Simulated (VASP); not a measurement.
VASP runs on HfNb (space group R-3m) share one base input (PBE GGA, plane waves, VASP's PBE PAW potentials (set 64)) and change the settings named in each case.

**POSCAR**
```
HfNb
5.2891450
  0.2943500320   0.1699431572   0.9404665593
 -0.2943500320   0.1699431572   0.9404665593
  0.0000000000  -0.3398861253   0.9404665593
Nb Hf
1 1
Cartesian
  0.0000000000   0.0000000000   0.0000000000
  0.0000000000   0.0000000945   1.4106998390
```

**KPOINTS**
```
Automatic mesh
0
Gamma
9 9 9
0 0 0
```

### INCAR
```
SYSTEM  =  HfNb
PREC  =  Accurate; ENCUT  =  300; LREAL  =  .FALSE.
LASPH  =  .TRUE.
EDIFF  =  1E-6; NELM  =  100; ALGO  =  Normal
LMAXMIX  =  6
ISMEAR  =  -1; SIGMA  =  0.136
GGA  =  PE
ISIF  =  2
LWAVE  =  .FALSE.; LCHARG  =  .FALSE.
```

POTCAR, in this order: Nb_sv Hf_pv (PBE.64 set). Program: vasp_std.

```
change                                                                                                              E(σ→0) (eV/atom)  pressure (GPa)  −TS (eV)
------------------------------------------------------------------------------------------------------------------  ----------------  --------------  --------
base run                                                                                                                     -9.8374           -3.10   -0.1859
GGA removed, POTCAR Nb_sv Hf_pv (LDA.64 set)                                                                                -10.6691          -11.44   -0.1892
GGA_COMPAT = .FALSE., LNONCOLLINEAR = .TRUE., LSORBIT = .TRUE., MAGMOM = 0.0 0.0 0.0 0.0 0.0 0.0, program vasp_ncl          -10.2236             ___       ___
KPOINTS 2×2×2 Γ-centred mesh                                                                                                -10.0695          -12.25   -0.3186
```

Problem. Some entries are withheld; supply them.

Solution. 
- GGA_COMPAT = .FALSE., LNONCOLLINEAR = .TRUE., LSORBIT = .TRUE., MAGMOM = 0.0 0.0 0.0 0.0 0.0 0.0, program vasp_ncl, pressure (GPa): -3.33
- GGA_COMPAT = .FALSE., LNONCOLLINEAR = .TRUE., LSORBIT = .TRUE., MAGMOM = 0.0 0.0 0.0 0.0 0.0 0.0, program vasp_ncl, −TS (eV): -0.1874

Energies of different potentials or functionals have different zeros.  Unless said otherwise, spin-orbit coupling is left out, though it shifts the bands of the heavy elements here. At 300 eV the pressure can carry a Pulay error.

Left out are runs that ran out of time, are held back, or changed the cell or the kind of run, fixed moments of cells without a moment, rows past the twelfth, gaps on odd meshes, pressures of charged cells and columns that move by less than the noise.

The structure was generated: HfNb was put into an ordered model structure, which need not be its known phase. The cell was not relaxed at this level, its lattice was scaled by up to 2.5 %.
